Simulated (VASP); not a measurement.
All values below come from PBE GGA, VASP's PBE PAW potentials (set 64) (plane waves; VASP).

VASP input:

INCAR:
```
SYSTEM=LiH
PREC=Accurate; ENCUT=600; LREAL=.FALSE.
LASPH=.TRUE.
EDIFF=1E-7; NELM=100; ALGO=Normal
ISMEAR=0; SIGMA=0.05
GGA=PE
IBRION=2; NSW=40; ISIF=3
EDIFFG=-0.01; PSTRESS=100
LWAVE=.FALSE.; LCHARG=.FALSE.
```

KPOINTS:
```
Automatic mesh
0
Gamma
10 10 10
0 0 0
```

**POSCAR**
```
LiH
1.0
  0.0000000000   1.8707728204   1.8707728204
  1.8707728204   0.0000000000   1.8707728204
  1.8707728204   1.8707728204   0.0000000000
Li H
1 1
direct
  1.0000000000   0.0000000000   1.0000000000
  0.5000000000   0.5000000000   0.5000000000
```

POTCAR, in this order: Li_sv H (PBE.64 set). Program: vasp_std.

Question: What will the output report for the number of irreducible k-points (NKPTS), number of bands (NBANDS), largest plane-wave count, number of space-group operations, FFT grid (NGX, NGY, NGZ)?

Answer: 
- number of irreducible k-points (NKPTS) = 47
- number of bands (NBANDS) = 6
- largest plane-wave count = 448
- number of space-group operations = 48
- FFT grid (NGX, NGY, NGZ) = 24 × 24 × 24

The compound is LiH in the rock salt structure. This run relaxes it under an external pressure of 10 GPa. Symmetry was kept, so distortions that lower it aren't found.
